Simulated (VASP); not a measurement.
Computed with revPBE GGA, VASP's PBE PAW potentials (set 64) (plane waves; VASP 6.6.1).

Input for VASP

POSCAR:
```
SrO
1
    0.0000000000     2.6031630000     2.6031630000
    2.6031630000     0.0000000000     2.6031630000
    2.6031630000     2.6031630000     0.0000000000
Sr O
1 1
Direct
  0.5000000000   0.5000000000   0.5000000000
  0.0000000000   0.0000000000   0.0000000000
```

INCAR:
```
SYSTEM = SrO
PREC = Accurate; ENCUT = 400; LREAL = .FALSE.
LASPH = .TRUE.
EDIFF = 1E-6; NELM = 100; ALGO = Normal
LMAXMIX = 4
ISMEAR = 0; SIGMA = 0.02
GGA = RE
ISIF = 2
LWAVE = .FALSE.; LCHARG = .FALSE.
```

**KPOINTS**
```
Automatic mesh
0
Gamma
7 7 7
0 0 0
```

POTCAR, in this order: Sr_sv O (PBE.64 set). Program: vasp_std.

The resulting files:

File OUTCAR:
```
 ion  position               nearest neighbor table
   1  0.500  0.500  0.500-   2 2.60   2 2.60   2 2.60   2 2.60   2 2.60   2 2.60
   2  0.000  0.000  0.000-   1 2.60   1 2.60   1 2.60   1 2.60   1 2.60   1 2.60
  LATTYP: Found a face centered cubic cell.
 ALAT       =     5.2063260000
 Subroutine PRICEL returns:
 Original cell was already a primitive cell.
 Subroutine GETGRP returns: Found 48 space group operations
The static configuration has the point symmetry O_h .
The dynamic configuration has the point symmetry O_h .
 Subroutine INISYM returns: Found 48 space group operations
 Subroutine IBZKPT returns following result:
 Found     20 irreducible k-points:

 Following reciprocal coordinates:
            Coordinates               Weight
  0.000000  0.000000  0.000000      1.000000
  0.142857  0.000000  0.000000      8.000000
  0.285714  0.000000  0.000000      8.000000
  0.428571  0.000000  0.000000      8.000000
  0.142857  0.142857  0.000000      6.000000
  0.285714  0.142857  0.000000     24.000000
  0.428571  0.142857  0.000000     24.000000
 -0.428571  0.142857  0.000000     24.000000
 -0.285714  0.142857  0.000000     24.000000
 -0.142857  0.142857  0.000000     12.000000
  0.285714  0.285714  0.000000      6.000000
  0.428571  0.285714  0.000000     24.000000
 -0.428571  0.285714  0.000000     24.000000
 -0.285714  0.285714  0.000000     12.000000
  0.428571  0.428571  0.000000      6.000000
 -0.428571  0.428571  0.000000     12.000000
  0.428571  0.285714  0.142857     24.000000
 -0.428571  0.285714  0.142857     48.000000
 -0.428571  0.428571  0.142857     24.000000
 -0.285714  0.428571  0.142857     24.000000
   k-points           NKPTS =     20   k-points in BZ     NKDIM =     20   number of bands    NBANDS=     12
   number of dos      NEDOS =    301   number of ions     NIONS =      2
   total plane-waves  NPLWV =  13824
   dimension x,y,z NGX =    24 NGY =   24 NGZ =   24
   dimension x,y,z NGXF=    48 NGYF=   48 NGZF=   48
   ions per type =               1   1
   PREC   = accura    normal or accurate (medium, high low for compatibility)
   ISTART =      0    job   : 0-new  1-cont  2-samecut
   ICHARG =      2    charge: 1-file 2-atom 10-const
   ISPIN  =      1    spin polarized calculation?
   LNONCOLLINEAR =      F non collinear calculations
   LSORBIT =      F    spin-orbit coupling
   INIWAV =      1    electr: 0-lowe 1-rand  2-diag
   ENCUT  =  400.0 eV  29.40 Ry    5.42 a.u.   6.00  6.00  6.00*2*pi/ulx,y,z
   NELM   =    100;   NELMIN=  2; NELMDL= -5     # of ELM steps
   EDIFF  = 0.1E-05   stopping-criterion for ELM
   LREAL  =      F    real-space projection
   NLSPLINE    = F    spline interpolate recip. space projectors
   LMAXMIX     =    4 max onsite mixed and CHGCAR
   VOSKOWN=      0    Vosko Wilk Nusair interpolation
   EDIFFG = 0.1E-04   stopping-criterion for IOM
   NSW    =      0    number of steps for IOM
   NBLOCK =      1;   KBLOCK =      1    inner block; outer block
   IBRION =     -1    ionic relax: 0-MD 1-quasi-New 2-CG
   NFREE  =      0    steps in history (QN), initial steepest desc. (CG)
   ISIF   =      2    stress and relaxation
   ISYM   =      2    0-nonsym 1-usesym 2-fastsym
   TEIN   =    0.0    initial temperature
   TEBEG  =    0.0;   TEEND  =   0.0 temperature during run
   SMASS  =  -3.00    Nose mass-parameter (am)
   PSTRESS=    0.0 pullay stress
   NELECT =      16.0000    total number of electrons
   EFERMI =   0.00;   METHOD = LEGACY
   ISMEAR =     0;   SIGMA  =   0.02  broadening in eV -4-tet -1-fermi 0-gaus
   IALGO  =     38    algorithm
   LDIAG  =      T    sub-space diagonalisation (order eigenvalues)
   IMIX   =      4    mixing-type and parameters
     AMIX     =   0.40;   BMIX     =  1.00
     AMIX_MAG =   1.60;   BMIX_MAG =  1.00
...
```

File OSZICAR:
```
       N       E                     dE             d eps       ncg     rms          rms(c)
DAV:   1     0.548358152614E+02    0.54836E+02   -0.69040E+03   480   0.102E+03
DAV:   2    -0.105527832910E+02   -0.65389E+02   -0.61039E+02   676   0.214E+02
DAV:   3    -0.135560147859E+02   -0.30032E+01   -0.29914E+01   720   0.417E+01
DAV:   4    -0.136141502323E+02   -0.58135E-01   -0.58122E-01   616   0.378E+00
DAV:   5    -0.136145605923E+02   -0.41036E-03   -0.41036E-03   612   0.302E-01    0.155E+01
DAV:   6    -0.115537926280E+02    0.20608E+01   -0.99449E+00   552   0.231E+01    0.184E+01
DAV:   7    -0.114661988520E+02    0.87594E-01   -0.56640E-01   592   0.641E+00    0.103E+01
DAV:   8    -0.114736939046E+02   -0.74951E-02   -0.13075E-01   512   0.407E+00    0.913E-01
DAV:   9    -0.114759383999E+02   -0.22445E-02   -0.15870E-02   612   0.107E+00    0.243E-01
DAV:  10    -0.114771364386E+02   -0.11980E-02   -0.17619E-03   496   0.403E-01    0.659E-02
DAV:  11    -0.114773883980E+02   -0.25196E-03   -0.38065E-04   572   0.164E-01    0.719E-02
DAV:  12    -0.114773995697E+02   -0.11172E-04   -0.15223E-05   544   0.346E-02    0.379E-02
DAV:  13    -0.114774086909E+02   -0.91213E-05   -0.18243E-05   520   0.382E-02    0.111E-02
DAV:  14    -0.114774088826E+02   -0.19168E-06   -0.13433E-06   524   0.111E-02
   1 F= -.11477409E+02 E0= -.11477409E+02  d E =-.580539E-38
```

### OUTCAR
```
------------------------ aborting loop because EDIFF is reached ----------------------------------------
  FORCE on cell =-STRESS in cart. coord.  units (eV):
  Direction    XX          YY          ZZ          XY          YZ          ZX
  --------------------------------------------------------------------------------------
  Total       -0.1444679     -0.1444679     -0.1444679      0.0000000     -0.0000000     -0.0000000
  in kB       -6.5606658     -6.5606658     -6.5606658      0.0000000     -0.0000000     -0.0000000
  external PRESSURE =      -6.5606658 kB  Pullay stress =       0.0000000 kB
  volume of cell :       35.28
      direct lattice vectors                 reciprocal lattice vectors
     0.000000000  2.603163000  2.603163000    -0.192074027  0.192074027  0.192074027
     2.603163000  0.000000000  2.603163000     0.192074027 -0.192074027  0.192074027
     2.603163000  2.603163000  0.000000000     0.192074027  0.192074027 -0.192074027
  FREE ENERGIE OF THE ION-ELECTRON SYSTEM (eV)
  ---------------------------------------------------
  free  energy   TOTEN  =       -11.4774088826 eV

  energy  without entropy=      -11.4774088826  energy(sigma->0) =      -11.47740888
```
(Selected blocks of OUTCAR.)

**OUTCAR**
```
 val. band max:        1.6179769797   @ k =   0.0000   0.0000   0.0000

 cond. band min:       5.0889460271   @ k =   0.4286   0.4286   0.0000


 Fermi energy:         1.7955336521

 k-point     1 :       0.0000    0.0000    0.0000
  band No.  band energies     occupation
      1     -30.9740      2.00000
      2     -13.4933      2.00000
      3     -12.6526      2.00000
      4     -12.6526      2.00000
      5     -12.6526      2.00000
      6       1.6180      2.00000
      7       1.6180      2.00000
      8       1.6180      2.00000
      9       5.4756      0.00000
     10       7.8009      0.00000
     11       7.8009      0.00000
     12       7.8009      0.00000

 k-point     2 :       0.1429    0.0000    0.0000
  band No.  band energies     occupation
      1     -30.9526      2.00000
      2     -13.9437      2.00000
      3     -12.6667      2.00000
      4     -12.6667      2.00000
      5     -12.2562      2.00000
      6       1.0786      2.00000
      7       1.3864      2.00000
      8       1.3864      2.00000
      9       6.3307      0.00000
     10       7.6391      0.00000
     11       8.1775      0.00000
     12       8.1775      0.00000

 k-point     3 :       0.2857    0.0000    0.0000
  band No.  band energies     occupation
      1     -30.9041      2.00000
      2     -14.5409      2.00000
      3     -12.6978      2.00000
      4     -12.6978      2.00000
      5     -11.7789      2.00000
      6       0.1972      2.00000
      7       0.9277      2.00000
      8       0.9277      2.00000
      9       7.6428      0.00000
     10       8.1195      0.00000
     11       9.1550      0.00000
     12       9.1550      0.00000

 k-point     4 :       0.4286    0.0000    0.0000
  band No.  band energies     occupation
      1     -30.8646      2.00000
      2     -14.8999      2.00000
      3     -12.7223      2.00000
      4     -12.7223      2.00000
      5     -11.5171      2.00000
      6      -0.3678      2.00000
...
```

At this cut-off the stress carries a Pulay error, which pulls relaxed volumes low.

The structure comes from a computed database's SrO entry; how it stands against other phases isn't given here. The cell was not relaxed at this level.
